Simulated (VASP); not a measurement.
Consider the following.

```
CELL_PARAMETERS angstrom
      0.00000     2.02133     2.02133
      2.02133     0.00000     2.02133
      2.02133     2.02133     0.00000
ATOMIC_POSITIONS crystal
  Au 0.00000 0.00000 0.00000
```

Method: revTPSS meta-GGA, VASP's PBE PAW potentials (set 64) (plane waves; VASP 6.6.1). Numerical set-up: 520 eV cut-off, 15×15×15 Γ-centred mesh, first-order Methfessel-Paxton smearing of 0.10 eV, potentials Au.

### Question
Give the stress tensor in GPa (positive for a compressed cell).

### Answer

```
5.69  0.00  0.00
0.00  5.69  0.00
0.00  0.00  5.69
```
The pressure is its mean diagonal, 5.69 GPa.

The compound is Au in the fcc structure. This cell is one point of a volume scan, at 0.97 of the reference volume.
